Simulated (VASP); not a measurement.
Output of a VASP run:

**OUTCAR**
```
 ion  position               nearest neighbor table
   1  0.000  0.000  0.000-
  LATTYP: Found a body centered cubic cell.
 ALAT       =     5.3411680000
 Subroutine PRICEL returns:
 Original cell was already a primitive cell.
 Subroutine GETGRP returns: Found 48 space group operations
The static configuration has the point symmetry O_h .
The dynamic configuration has the point symmetry O_h .
 Subroutine INISYM returns: Found 48 space group operations
 Subroutine IBZKPT returns following result:
 Found      1 irreducible k-points:

 Following reciprocal coordinates:
            Coordinates               Weight
  0.000000  0.000000  0.000000      1.000000
   k-points           NKPTS =      1   k-points in BZ     NKDIM =      1   number of bands    NBANDS=      8
   number of dos      NEDOS =    301   number of ions     NIONS =      1
   total plane-waves  NPLWV =  21952
   dimension x,y,z NGX =    28 NGY =   28 NGZ =   28
   dimension x,y,z NGXF=    56 NGYF=   56 NGZF=   56
   ions per type =               1
   PREC   = accura    normal or accurate (medium, high low for compatibility)
   ISTART =      0    job   : 0-new  1-cont  2-samecut
   ICHARG =      2    charge: 1-file 2-atom 10-const
   ISPIN  =      1    spin polarized calculation?
   LNONCOLLINEAR =      F non collinear calculations
   LSORBIT =      F    spin-orbit coupling
   INIWAV =      1    electr: 0-lowe 1-rand  2-diag
   ENCUT  =  300.0 eV  22.05 Ry    4.70 a.u.   6.53  6.53  6.53*2*pi/ulx,y,z
   NELM   =    100;   NELMIN=  2; NELMDL= -5     # of ELM steps
   EDIFF  = 0.1E-05   stopping-criterion for ELM
   LREAL  =      F    real-space projection
   NLSPLINE    = F    spline interpolate recip. space projectors
   LMAXMIX     =    2 max onsite mixed and CHGCAR
   VOSKOWN=      0    Vosko Wilk Nusair interpolation
   EDIFFG = 0.1E-04   stopping-criterion for IOM
   NSW    =      0    number of steps for IOM
   NBLOCK =      1;   KBLOCK =      1    inner block; outer block
   IBRION =     -1    ionic relax: 0-MD 1-quasi-New 2-CG
   NFREE  =      0    steps in history (QN), initial steepest desc. (CG)
   ISIF   =      2    stress and relaxation
   ISYM   =      2    0-nonsym 1-usesym 2-fastsym
   TEIN   =    0.0    initial temperature
   TEBEG  =    0.0;   TEEND  =   0.0 temperature during run
   SMASS  =  -3.00    Nose mass-parameter (am)
   PSTRESS=    0.0 pullay stress
   NELECT =       9.0000    total number of electrons
   EFERMI =   0.00;   METHOD = LEGACY
   ISMEAR =     0;   SIGMA  =   0.10  broadening in eV -4-tet -1-fermi 0-gaus
   IALGO  =     38    algorithm
   LDIAG  =      T    sub-space diagonalisation (order eigenvalues)
   IMIX   =      4    mixing-type and parameters
     AMIX     =   0.40;   BMIX     =  1.00
     AMIX_MAG =   1.60;   BMIX_MAG =  1.00
     AMIN     =   0.10
   GGA     = PE    functional components
   VOSKOWN =     0    Vosko Wilk Nusair interpolation
   LHFCALC =     F    Hartree Fock is set to
   LHFONE  =     F    Hartree Fock one center treatment
   AEXX    =    0.0000 exact exchange contribution
   IVDW    =     0    specifies the selected vdW correction
   LEPSILON=     F    determine dielectric tensor
   LRPA    =     F    only Hartree local field effects (RPA)
  energy-cutoff  :      300.00
  volume of cell :       76.19
      direct lattice vectors                 reciprocal lattice vectors
    -2.670584000  2.670584000  2.670584000     0.000000000  0.187224967  0.187224967
     2.670584000 -2.670584000  2.670584000     0.187224967  0.000000000  0.187224967
     2.670584000  2.670584000 -2.670584000     0.187224967  0.187224967  0.000000000
 k-point     1 :   0.0000 0.0000 0.0000  plane waves:     935
 maximum number of plane-waves:       935
```

OSZICAR:
```
       N       E                     dE             d eps       ncg     rms          rms(c)
DAV:   1     0.530294452716E+02    0.53029E+02   -0.31577E+03    16   0.590E+02
DAV:   2    -0.120395412574E+01   -0.54233E+02   -0.54233E+02    16   0.175E+02
DAV:   3    -0.225685204690E+01   -0.10529E+01   -0.10529E+01    24   0.356E+01
DAV:   4    -0.226425362817E+01   -0.74016E-02   -0.74016E-02    32   0.253E+00
DAV:   5    -0.226425994320E+01   -0.63150E-05   -0.63150E-05    16   0.678E-02    0.206E-01
DAV:   6    -0.226532397565E+01   -0.10640E-02   -0.30578E-04    32   0.141E-01    0.120E-01
DAV:   7    -0.226617297907E+01   -0.84900E-03   -0.10002E-03    24   0.256E-01    0.436E-02
DAV:   8    -0.226619055895E+01   -0.17580E-04   -0.13373E-05    32   0.275E-02    0.629E-03
DAV:   9    -0.226619144445E+01   -0.88549E-06   -0.45096E-07    16   0.465E-03
   1 F= -.22661914E+01 E0= -.22379820E+01  d E =-.564190E-01
```

File OUTCAR:
```
------------------------ aborting loop because EDIFF is reached ----------------------------------------
  FORCE on cell =-STRESS in cart. coord.  units (eV):
  Direction    XX          YY          ZZ          XY          YZ          ZX
  --------------------------------------------------------------------------------------
  Total       -0.5153432     -0.5153432     -0.5153432     -0.0000000     -0.0000000      0.0000000
  in kB      -10.8374825    -10.8374825    -10.8374825     -0.0000000     -0.0000000      0.0000000
  external PRESSURE =     -10.8374825 kB  Pullay stress =       0.0000000 kB
  volume of cell :       76.19
      direct lattice vectors                 reciprocal lattice vectors
    -2.670584000  2.670584000  2.670584000     0.000000000  0.187224967  0.187224967
     2.670584000 -2.670584000  2.670584000     0.187224967  0.000000000  0.187224967
     2.670584000  2.670584000 -2.670584000     0.187224967  0.187224967  0.000000000
 POSITION                                       TOTAL-FORCE (eV/Angst)
 -----------------------------------------------------------------------------------
      0.00000      0.00000      0.00000         0.000000     -0.000000      0.000000
 -----------------------------------------------------------------------------------
    total drift:                               -0.000000     -0.000000     -0.000000
  FREE ENERGIE OF THE ION-ELECTRON SYSTEM (eV)
  ---------------------------------------------------
  free  energy   TOTEN  =        -2.2661914444 eV

  energy  without entropy=       -2.2097724861  energy(sigma->0) =       -2.23798197
```
(Selected blocks of OUTCAR.)

**POSCAR**
```
K
1
   -2.6705840000     2.6705840000     2.6705840000
    2.6705840000    -2.6705840000     2.6705840000
    2.6705840000     2.6705840000    -2.6705840000
K
1
Direct
  0.0000000000   0.0000000000   0.0000000000
```

Reconstruct the remaining input files.

Several could match; the one computed here: the input of the run itself, PBE GGA, plane waves, VASP's PBE PAW potentials (set 64).

### INCAR
```
! general
SYSTEM  =  K
PREC    =  Accurate
ENCUT   =  300   ! plane-wave cut-off (eV)
LREAL   =  .FALSE.
LASPH   =  .TRUE.

! electronic loop
EDIFF   =  1E-6
NELM    =  100   ! most electronic steps
ALGO    =  Normal

! smearing
ISMEAR  =  0
SIGMA   =  0.1

! functional
GGA     =  PE

! ions
ISIF    =  2   ! forces and stress, cell fixed

! output
LWAVE   =  .FALSE.
LCHARG  =  .FALSE.
```

KPOINTS:
```
kpoints
0
Gamma
 1 1 1
```

POTCAR, in this order: K_sv (PBE.64 set). Program: vasp_std.

At this cut-off the stress carries a Pulay error, which pulls relaxed volumes low.

The structure comes from a computed database's K entry; how it stands against other phases isn't given here. The cell was not relaxed at this level. The k-mesh is coarse (spacing up to 1.66 per Å, 2π included), so the numbers may not be converged in it. The run is one of a series of settings (KPOINTS 1×1×1 Γ-centred mesh against the base run), some of them coarse on purpose.
